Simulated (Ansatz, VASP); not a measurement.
# GaP in two plane-wave programs

Aim: how closely do two programs agree when they are given the same cell, functional and k mesh? The cell is taken from a series of runs on this material, whose earlier steps may have relaxed, scaled, displaced or heated it; both programs get it as it stands.

Main program and level: Ansatz 0.2.0; plane waves, with VASP 6.6.1 beside it; zone-centre phonons at r2SCAN.

## (1) The structure

Symmetry: F-43m, No. 216, cubic system. The conventional cell has a = 5.451 Å, b = 5.451 Å, c = 5.451 Å, α = 90.00°, β = 90.00°, γ = 90.00°. Nearest to Ga lie 4 P at 2.36 Å. Nearest to P lie 4 Ga at 2.36 Å. Farther neighbours are not listed.

## (2) Ansatz: zone-centre phonons, r2SCAN

Ansatz runs on its default PAW (the set named soft_2) files.

Second derivatives magnify differences that forces hide, and they need a tight electronic threshold.

input.yaml reads:

```yaml
crystal:
  lattice:
    - [0.0, 2.7256871137, 2.7256871137]
    - [2.7256871137, 0.0, 2.7256871137]
    - [2.7256871137, 2.7256871137, 0.0]
  atoms:
    - { symbol: Ga, position: [0.0, 0.0, 0.0] }
    - { symbol: P, position: [0.25, 0.25, 0.25] }
kpoints:
  mp_grid: { grid: [6, 6, 6] }
hamiltonian:
  xc: r2scan
scf:
  occupations: { method: fixed }
output:
  eigenvalues: true
phonons:
  method: fd
  dielectric: true
  qmesh: [6, 6, 6]
  temperatures: { t_max: 1000, t_step: 50 }
  qpath:
    path:
      - [[0.0, 0.0, 0.0], [0.5, 0.0, 0.5], [0.5, 0.25, 0.75], [0.375, 0.375, 0.75], [0.0, 0.0, 0.0], [0.5, 0.5, 0.5], [0.625, 0.25, 0.625], [0.5, 0.25, 0.75], [0.5, 0.5, 0.5], [0.375, 0.375, 0.75]]
      - [[0.625, 0.25, 0.625], [0.5, 0.0, 0.5]]
    npoints: 10
  third_order: { supercell: [3, 3, 3], pair_cutoff: 4.67 }
  lattice_thermal_conductivity:
    qmesh: [19, 19, 19]
    temperatures: [100.0, 150.0, 200.0, 300.0, 400.0, 500.0, 600.0, 800.0]
    isotope_mass_variance: [{ species: Ga, variance: 0.0001971 }, { species: P, variance: 0.0 }]
```

The run is started by

```
$ ansatz run input.yaml --threads 18 --pin off --max-ram 92160MiB --backend cuda --events-out ev --progress --plain --runs-dir out --max-vram 78GiB
```

Numbers of over 12 decimals in the logs are rounded to 6 here.

The program printed:

```text
Warning: phonons: the dynamical matrix that this run interpolates holds no multipole term above the dipole-dipole one, and a site of this crystal is no centre of inversion, so its interpolated transverse optical and acoustic branches and sound speeds can stay off near Gamma, and the density of states and the thermodynamics with them. What a run solves at a wave vector of phonons.qpoints, Gamma apart, where the deck admits one, is free of this, and under fd what a larger phonons.supercell samples
Warning: phonons.dielectric: true without phonons.rigid_motions: the static dielectric tensor ε⁰ will be withheld (ε∞, Z* and the rows of modes are given); for a crystal or a slab, whose only rigid motions are the translations, set phonons.rigid_motions: translations
Engine: ansatz 0.2.0, aarch64-unknown-linux-gnu
Pseudopotentials: kind: paw
Pseudopotential: Ga, paw, valence charge 13, recommended cutoff 500 eV (meta_gga), Ga.paw.azcp
Pseudopotential: P, paw, valence charge 5, recommended cutoff 500 eV (meta_gga), P.paw.azcp
Functional definition: r2SCAN
  parameter k0 = 0.174
  parameter k1 = 0.065
  parameter a1 = 4.9479
  exchange = r2scan_x(k0 = k0, k1 = k1, a1 = a1)
  correlation = r2scan_c
[...]
Crystal: 12 atoms, lattice volume = 243.002 Å³
Basis set: ecut = 500 eV, 6109 PW (Γ), FFT grids on a1, −a1+a2+a3, −a1+a3, exchange–correlation on 150×360×250 points (125 copies of the dense FFT grid, shifted against one another)
Bands: 66, of which v1, the nominal top of the filled ones, is band 54 counted from 1 (53 counted from 0)
Symmetry: 12 space group operations
k-points: 16 of 36 (time reversal used)
Non-local potential: Ga, projectors of the file, l = 0: 2, l = 1: 2, l = 2: 3, l = 3: 1
Non-local potential: P, projectors of the file, l = 0: 2, l = 1: 2, l = 2: 2
PAW form: soft (Blöchl's): semilocal exchange-correlation on the pseudo side does not see the compensation charge
PAW frozen core: Ga, regenerated for the run's functional (the file was generated under x = pbe(κ = 0.804, μ = 0.219515), c = pbe(β = 0.066725))
PAW frozen core: P, regenerated for the run's functional (the file was generated under x = pbe(κ = 0.804, μ = 0.219515), c = pbe(β = 0.066725))
PAW one-centre angular grid: Ga, 590 points (default); XC on 160 Gauss nodes
PAW one-centre angular grid: P, 302 points (default); XC on 160 Gauss nodes
Initial density: handed on by an earlier stage of this run
Initial wavefunctions: those handed on with the density
[...]
Functional: x = r2scan, c = r2scan; τ floored in thin density (d = 2e-4 eV/Å³)
SCF iter   1: F=—  HF=-27302.824880 eV  |F-HF|=—  |Δ(HF+E_count)|=         —  Δρ=5.54e-8  dr2=1.04e-11  dr2_τ=6.41e-14  ethr=1.00e-12  ⟨swp⟩=3.0  Hψ=2698  notcnv=0
preconditioner: auto → Resta (q_TF=auto, 2.383 Å⁻¹)  ε∞=3.9  [insulator: Δε(μ)=1.906 eV  Ē_g=14.585 eV  n_scr=60 (ndim 8)  ℏωp=24.8 eV  f_vac=0.009  ε∞_Penn≈3.9]
SCF iter   2: F=-27302.824880 eV  HF=-27302.824880 eV  |F-HF|=0.00e0  |Δ(HF+E_count)|=    0.00e0  Δρ=2.69e-8  dr2=1.80e-12  dr2_τ=2.61e-14  ethr=1.00e-12  ⟨swp⟩=4.0  Hψ=3072  notcnv=0
SCF 1 converged in 2 iterations: F = -27302.824880 eV  dr2 = 1.80e-12
  greatest PAW one-centre occupation: 0.993 electrons in one spin orbital (limit 2), on the Ga atom at site 10 (counted from 0), in its partial waves of l = 2
[...]
iter 1 solved again at ethr=1.00e-12 eV; its pass at ethr=3.10e-3 eV (dr2=1.05e-11 eV) is discarded
[...]
SCF iter   2: F=-27302.824880 eV  HF=-27302.824880 eV  |F-HF|=3.64e-12  |Δ(HF+E_count)|=  5.82e-11  Δρ=1.61e-8  dr2=6.41e-13  dr2_τ=7.85e-15  ethr=1.00e-12  ⟨swp⟩=4.3  Hψ=3091  notcnv=0
SCF 2 converged in 2 iterations: F = -27302.824880 eV  dr2 = 6.41e-13
[...]
Crystal: 2 atoms, lattice volume = 40.500 Å³
Basis set: ecut = 500 eV, 965 PW (Γ), exchange–correlation on 120×120×120 points (64 copies of the dense FFT grid, shifted against one another)
Bands: 13, of which v1, the nominal top of the filled ones, is band 9 counted from 1 (8 counted from 0)
Symmetry: 24 space group operations
k-points: 46 of 216 (irreducible under 4 space group operations, time reversal used)
[...]
iter 1 solved again at ethr=1.09e-6 eV; its pass at ethr=3.10e-3 eV (dr2=1.96e-4 eV) is discarded
[...]
SCF 3 converged in 4 iterations: F = -4550.470813 eV  dr2 = 3.62e-11
[...]
supercell 10 (6 cells, vectors [1, 0, 0], [0, 1, 0], [0, 0, 6] in multiples of the cell's): 4 displaced members by 0.0025 Å; free energy -27302.824880 eV; taken off its force constants: by the sum rule 8.2e-5, by the symmetrisation 3.7e-5 eV/Å²; Γ matrix within 2.7e-5 eV/Å² of supercell 1's
  symmetry images taken by strict's conditions (phonons.symmetry_images: auto; settled by no image being taken that strict refuses)
  q = [0.0000, 0.0000, 0.0000] (star 1, supercell 1; hermiticity 1.38e-16, symmetrization 3.19e-7): 0.00 0.00 0.00 359.94 359.94 359.94
  q = [0.0000, 0.0000, 0.1667] (star 8, supercell 10; hermiticity 1.90e-16, symmetrization 4.56e-16): 53.83 53.83 114.02 358.12 358.12 393.71
  q = [0.0000, 0.0000, 0.3333] (star 8, supercell 1; hermiticity 1.47e-16, symmetrization 7.35e-6): 78.60 78.60 200.96 357.06 357.06 380.45
  q = [0.0000, 0.0000, -0.5000] (star 4, supercell 3; hermiticity 1.40e-16, symmetrization 7.58e-6): 84.13 84.13 234.71 357.25 357.25 372.14
  q = [0.0000, 0.1667, 0.1667] (star 6, supercell 9; hermiticity 3.17e-16, symmetrization 3.80e-16): 73.15 73.15 116.16 357.10 357.10 394.97
  q = [0.0000, 0.1667, 0.3333] (star 24, supercell 4; hermiticity 5.59e-16, symmetrization 2.71e-16): 91.28 106.02 176.17 354.19 356.31 388.02
  q = [0.0000, 0.1667, -0.5000] (star 24, supercell 1; hermiticity 3.17e-16, symmetrization 4.13e-16): 97.49 122.42 215.58 346.90 355.93 386.09
  q = [0.0000, 0.1667, -0.3333] (star 24, supercell 5; hermiticity 2.13e-16, symmetrization 2.71e-16): 95.50 121.96 205.00 347.74 354.62 388.23
  q = [0.0000, 0.1667, -0.1667] (star 12, supercell 2; hermiticity 5.80e-16, symmetrization 4.10e-16): 77.69 103.85 153.77 355.10 355.61 390.87
  q = [0.0000, 0.3333, 0.3333] (star 6, supercell 5; hermiticity 3.65e-16, symmetrization 4.85e-6): 103.71 103.71 210.40 356.23 356.23 381.37
  q = [0.0000, 0.3333, -0.5000] (star 24, supercell 6; hermiticity 1.76e-16, symmetrization 4.15e-16): 107.76 129.87 229.00 345.56 356.14 384.40
  q = [0.0000, 0.3333, -0.3333] (star 12, supercell 2; hermiticity 5.97e-16, symmetrization 4.10e-16): 107.87 148.83 216.95 337.29 354.41 391.96
  q = [0.0000, -0.5000, -0.5000] (star 3, supercell 1; hermiticity 9.91e-17, symmetrization 5.76e-6): 109.00 109.00 252.35 357.38 357.38 368.77
  q = [0.1667, 0.3333, -0.5000] (star 24, supercell 7; hermiticity 2.53e-16, symmetrization 1.22e-16): 113.21 130.33 201.16 343.83 357.01 389.49
  q = [0.1667, 0.3333, -0.3333] (star 24, supercell 3; hermiticity 2.44e-16, symmetrization 4.18e-16): 118.91 144.82 213.26 334.64 357.96 391.81
  q = [0.1667, -0.5000, -0.3333] (star 12, supercell 8; hermiticity 2.19e-16, symmetrization 4.15e-16): 124.16 138.17 227.27 333.58 359.71 389.12
  joined force constants: q→R imaginary residual 5.00e-19
  density of states and harmonic sums: on the 24×24×24 q-mesh, interpolated from the force constants of a 6×6×6 supercell (with the dipole–dipole term)
  largest difference from the sums on the solved wave vectors: F 3.63e-3 eV, S 4.81e-6 and C_V 1.18e-6 eV/K
  zero-point energy: 0.093562 eV/cell   skipped modes (ω ≤ 0): 3   left out of the sums: 3.62e-5 of the cell's modes: C_V's classical limit lies that fraction below 3 k_B per atom; for a crystal, a wire or a layer, F and S can be off by more, and a phonons.interpolated_qmesh denser along its periods is the remedy for the sampling
--- Third-order force constants: 101 member SCFs in a 3×3×3 supercell (pair cutoff 4.670 Å, amplitude 0.03 Å, SCF threshold 1.00e-9 eV, Σ member SCF iterations 790) ---
  symmetry images taken by strict's conditions (phonons.symmetry_images: auto; settled by no image being taken that strict refuses)
  sum-rule residual: 5.333e-1 → 1.881e-14 eV/Å³; symmetrization residual: 1.039e-2 eV/Å³; largest sum-rule correction relative to its orbit: 4.246e-1, on the orbit of the block of home site 0 with site 1 of cell (-1, -1, 0) and site 1 of cell (-1, -1, 0), whose norm before the correction was 2.196e-1 eV/Å³
--- Lattice thermal conductivity: 19×19×19 mesh (220 irreducible points), tetrahedron method ---
  three-phonon and isotope scattering only; four-phonon, boundary and, in a metal, phonon-electron scattering are left out
  each conductivity is what the modes' populations carry and what the coherences between them add
  conductivity (a third of the tensor's trace), W/(m K), in the relaxation-time approximation and from the full solution:
       T (K)   relaxation time   full solution  iterations             ending  least Ritz value
      100.00          480.1702        487.5491           7          converged          7.106e-1
      150.00          270.5999        276.0826           7          converged          6.737e-1
      200.00          191.2533        195.6523           7          converged          6.596e-1
      300.00          124.0607        127.2481           7          converged          6.476e-1
      400.00           93.1354         95.6519           7          converged          6.421e-1
      500.00           74.9438         77.0290           7          converged          6.390e-1
      600.00           62.8433         64.6260           7          converged          6.369e-1
      800.00           47.6361         49.0204           7          converged          6.344e-1
```

[end of part 1 of 2]

[Lines on the potential files, build, host, timing and source positions are cut from VASP's logs without a mark.]

[Logs are printed without paths, hosts, clocks, repeated set-up lines and the standing remarks that a program may print on its own settings, such as how far it seeks lower states.]

[Hosts, paths, dates, database ids (printed as entryN), source tags and the programs' standing remarks are cut or masked in the printed files.]
